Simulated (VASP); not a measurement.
# Pd3PbC (Pm-3m) in VASP: reference runs, part 2 of 2

VASP 6.6.1. Earlier steps stand in the parts before.

### Step 3. Single point, PBE (atoms moved at random, drawn with an rms of 0.05 Å)

The input, INCAR:

```
ALGO = Normal ; EDIFF = 1E-7
ENCUT = 520 ; GGA = PE
ISIF = 2 ; ISMEAR = -1
LASPH = T ; LCHARG = F
LREAL = F ; LWAVE = F
NBANDS = 32 ; NELM = 100
PREC = Accurate ; SIGMA = 0.05
```

The input, KPOINTS:

```
k-points
0
Gamma
  6 6 6
```

The input, POSCAR:

```
Pd3PbC
1.0
    4.2989450000      0.0000000000      0.0000000000
    0.0000000000      4.2989450000      0.0000000000
    0.0000000000      0.0000000000      4.2989450000
Pb Pd C
1 3 1
Direct
    0.0134840000     -0.0043950000     -0.0112580000
    0.5001550000     -0.0025830000      0.4832510000
    0.5011300000      0.4882880000     -0.0030210000
    0.0073580000      0.4929500000      0.5026860000
    0.4994460000      0.5074290000      0.5021050000
```

Potentials or basis: VASP PAW PBE potentials, release 64 (Pb_d, Pd, C).

Launch:

```
$ cat potpaw_PBE.64/Pb_d/POTCAR potpaw_PBE.64/Pd/POTCAR potpaw_PBE.64/C/POTCAR > POTCAR
$ mpirun -np 1 vasp_std > vasp.out
```

OUTCAR:

```text
EDIFF = 1E-7
   ENCUT = 520
   GGA = PE
   ISIF = 2
   ISMEAR = -1
   LASPH = T
   LREAL = F
   NELM = 100
   PREC = Accurate

 ion  position               nearest neighbor table
   1  0.013  0.996  0.989-   3 2.98   2 2.98   4 2.99   4 3.01   2 3.02   3 3.03   3 3.06   2 3.06
                             4 3.07   4 3.09   2 3.10   3 3.10
   2  0.500  0.997  0.483-   5 2.11   5 2.19   3 2.97   1 2.98   4 3.01   1 3.02   3 3.03   4 3.03
                             4 3.05   3 3.05   1 3.06   4 3.08   1 3.10   3 3.11
   3  0.501  0.488  0.997-   5 2.13   5 2.17   2 2.97   1 2.98   4 3.00   1 3.03   2 3.03   4 3.04
                             4 3.04   2 3.05   1 3.06   4 3.08   1 3.10   2 3.11
   4  0.007  0.493  0.503-   5 2.12   5 2.18   1 2.99   3 3.00   2 3.01   1 3.01   2 3.03   3 3.04
                             3 3.04   2 3.05   1 3.07   3 3.08   2 3.08   1 3.09
   5  0.499  0.507  0.502-   2 2.11   4 2.12   3 2.13   3 2.17   4 2.18   2 2.19

  LATTYP: Found a simple cubic cell.
 ALAT       =     4.2989450000

  Lattice vectors:

 A1 = (   4.2989450000,   0.0000000000,   0.0000000000)
 A2 = (   0.0000000000,   4.2989450000,   0.0000000000)
 A3 = (   0.0000000000,   0.0000000000,   4.2989450000)

[... 184 lines left out ...]
 fundamental gap:      0.0302756957
 Fermi energy:         8.9743998986

 k-point     1 :       0.0000    0.0000    0.0000
  band No.  band energies     occupation
      1      -7.5813      2.00000
      2      -7.5809      2.00000
      3      -7.5596      2.00000
      4      -7.5593      2.00000
      5      -7.5591      2.00000
      6      -3.5941      2.00000
[... 829 lines left out ...]
     31      16.6956      0.00000
     32      17.0673      0.00000

 [... further k-points ...]

------------------------ aborting loop because EDIFF is reached ----------------------------------------

  FORCE on cell =-STRESS in cart. coord.  units (eV):
  Direction    XX          YY          ZZ          XY          YZ          ZX
  --------------------------------------------------------------------------------------
  -------------------------------------------------------------------------------------
  Total       -0.5092165     -0.4462814     -0.5206444      0.0257918     -0.0785080      0.0295072
  in kB      -10.2689822     -8.9998168    -10.4994396      0.5201227     -1.5832113      0.5950501
  external PRESSURE =      -9.9227462 kB  Pullay stress =       0.0000000 kB

 VOLUME and BASIS-vectors are now :
 -----------------------------------------------------------------------------
  energy-cutoff  :      520.00
  volume of cell :       79.45
      direct lattice vectors                 reciprocal lattice vectors
     4.298945000  0.000000000  0.000000000     0.232615211  0.000000000  0.000000000
     0.000000000  4.298945000  0.000000000     0.000000000  0.232615211  0.000000000
     0.000000000  0.000000000  4.298945000     0.000000000  0.000000000  0.232615211

 POSITION                                       TOTAL-FORCE (eV/Angst)
 -----------------------------------------------------------------------------------
      0.05797      4.28005      4.25055        -0.224952     -0.042966      0.088476
      2.15014      4.28784      2.07747         0.151836      0.046572      0.028724
      2.15433      2.09912      4.28596         0.146107      0.027398      0.025122
      0.03163      2.11916      2.16102        -0.207106     -0.012620     -0.118299
      2.14709      2.18141      2.15852         0.134114     -0.018384     -0.024023
 -----------------------------------------------------------------------------------
    total drift:                                0.000169      0.000134     -0.000269

  FREE ENERGIE OF THE ION-ELECTRON SYSTEM (eV)
  ---------------------------------------------------
  free  energy   TOTEN  =       -27.4582887773 eV

  energy  without entropy=      -27.4257636847  energy(sigma->0) =      -27.44202623
```

OSZICAR:

```text
N       E                     dE             d eps       ncg     rms          rms(c)
DAV:   1     0.437338600838E+03    0.43734E+03   -0.22989E+04  7168   0.165E+03
DAV:   2     0.233908001949E+01   -0.43500E+03   -0.40579E+03  7760   0.429E+02
DAV:   3    -0.282594720245E+02   -0.30599E+02   -0.29222E+02  8624   0.120E+02
DAV:   4    -0.293102058318E+02   -0.10507E+01   -0.10460E+01  8056   0.211E+01
DAV:   5    -0.293543078213E+02   -0.44102E-01   -0.44096E-01 10016   0.464E+00    0.168E+01
DAV:   6    -0.278204340363E+02    0.15339E+01   -0.63953E+00  9432   0.197E+01    0.728E+00
DAV:   7    -0.274938954624E+02    0.32654E+00   -0.11564E+00  7944   0.844E+00    0.547E+00
DAV:   8    -0.274748183921E+02    0.19077E-01   -0.28441E-01  8592   0.299E+00    0.863E-01
DAV:   9    -0.274590091576E+02    0.15809E-01   -0.19136E-02  8496   0.109E+00    0.321E-01
DAV:  10    -0.274585258256E+02    0.48333E-03   -0.95934E-03  8392   0.757E-01    0.195E-01
DAV:  11    -0.274582986268E+02    0.22720E-03   -0.93848E-04  8832   0.405E-01    0.101E-01
DAV:  12    -0.274582939309E+02    0.46959E-05   -0.15205E-04  8632   0.126E-01    0.279E-02
DAV:  13    -0.274582877387E+02    0.61922E-05   -0.14246E-05 10432   0.405E-02    0.103E-02
DAV:  14    -0.274582887119E+02   -0.97316E-06   -0.81903E-07  8328   0.978E-03    0.187E-03
DAV:  15    -0.274582887773E+02   -0.65439E-07   -0.98714E-08  4536   0.434E-03
   1 F= -.27458289E+02 E0= -.27442026E+02  d E =-.325251E-01
```

Wall time 72 s (1 thread of Intel Xeon 6975P-C (Granite Rapids), shared host); peak memory 0.37 GiB.

What came out:

```yaml
Free_energy: -27.4583 eV
Pressure: -1.0 GPa
Largest_force: 0.246 eV/Å
Band_gap_on_the_k_mesh: none (metal or under the smearing width)
```

Forces in eV/Å, atoms in the order of the input:
```
Pb  -0.225 -0.043  0.088
Pd   0.152  0.047  0.029
Pd   0.146  0.027  0.025
Pd  -0.207 -0.013 -0.118
C    0.134 -0.018 -0.024
```

Levels at points of the mesh, in eV from the Fermi level:
| k point | band 20 | band 21 | band 22 | band 23 | band 24 | band 25 | band 26 | band 27 | band 28 | band 29 |
| --- | --- | --- | --- | --- | --- | --- | --- | --- | --- | --- |
| (0.00, 0.00, 0.00) | -2.05 | -1.07 | -1.07 | -1.06 | -1.03 | 0.26 | 1.71 | 1.72 | 1.73 | 5.40 |
| (0.50, 0.00, 0.00) | -2.20 | -1.73 | -1.07 | 0.10 | 0.13 | 0.37 | 2.16 | 3.22 | 3.23 | 5.84 |
| (0.00, 0.50, 0.00) | -2.19 | -1.73 | -1.06 | 0.08 | 0.11 | 0.35 | 2.21 | 3.21 | 3.23 | 5.89 |
| (0.00, 0.00, 0.50) | -2.24 | -1.74 | -1.07 | 0.10 | 0.12 | 0.36 | 2.19 | 3.23 | 3.23 | 5.87 |
| (0.50, 0.50, 0.00) | -1.99 | -1.88 | -1.64 | -0.47 | -0.47 | 1.13 | 3.69 | 4.11 | 4.16 | 4.50 |
| (0.00, 0.50, 0.50) | -2.00 | -1.87 | -1.64 | -0.48 | -0.47 | 1.14 | 3.67 | 4.01 | 4.16 | 4.51 |
| (0.50, 0.00, 0.50) | -2.00 | -1.87 | -1.64 | -0.46 | -0.46 | 1.09 | 3.69 | 4.16 | 4.17 | 4.45 |
| (0.50, 0.50, 0.50) | -1.84 | -1.82 | -1.17 | -1.16 | -1.16 | -0.98 | 1.48 | 1.49 | 1.51 | 8.23 |
